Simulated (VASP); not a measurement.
Input of a VASP 6.6.1 run:

File INCAR:

```
ALGO     = Normal         # electronic algorithm
EDIFF    = 1E-6           # SCF threshold, eV
EDIFFG   = -0.01          # ionic threshold
ENCUT    = 600            # plane-wave cutoff, eV
GGA      = PS             # functional
IBRION   = 2              # ionic algorithm
ISIF     = 3              # what is computed and relaxed
ISMEAR   = 1              # smearing method
LASPH    = True           # aspherical terms in the spheres
LCHARG   = False          # write CHGCAR
LREAL    = False          # projectors in reciprocal space
LWAVE    = False          # write WAVECAR
NELM     = 80             # most SCF steps
NSW      = 90             # ionic steps
PREC     = Accurate       # precision mode
SIGMA    = 0.1            # smearing width, eV
```

File KPOINTS:

```
k-points
0
Gamma
  15 15 7
```

Contents of POSCAR:

```
Hf
1.0
    3.1967000000      0.0000000000      0.0000000000
   -1.5983500000      2.7684234100      0.0000000000
    0.0000000000      0.0000000000      5.0578000000
Hf
2
Direct
    0.3333333300      0.6666666700      0.2500000000
    0.6666666700      0.3333333300      0.7500000000
```

Potentials or basis: VASP PAW PBE potentials, release 64 (Hf_pv).

Run with:

```sh
$ cat potpaw_PBE.64/Hf_pv/POTCAR > POTCAR
$ mpirun -np 1 vasp_std > vasp.out
```

Question: What does it give for the relaxed cell?

Answer: a = 3.157 Å, b = 3.157 Å, c = 4.990 Å, α = 90.00°, β = 90.00°, γ = 120.00°.

Question: Estimate the space group after relaxing (to 0.05 Å).

Answer: P6_3/mmc (No. 194).

Question: Estimate the relaxed volume.

Answer: 21.53 Å³/atom.

Step by step:
```
step  energy change (eV)  largest force (eV/Å)  pressure (GPa)  volume (Å³)
   1              0.0000                0.0000           -4.21        44.76
   2              0.0123                0.0000            5.92        41.06
   3             -0.0232                0.0000           -0.05        43.06
```

Caveat: the PAW data sets were made with another functional, which shifts forces and pressure a little. Spin-orbit coupling is left out, which matters for the levels of Hf.
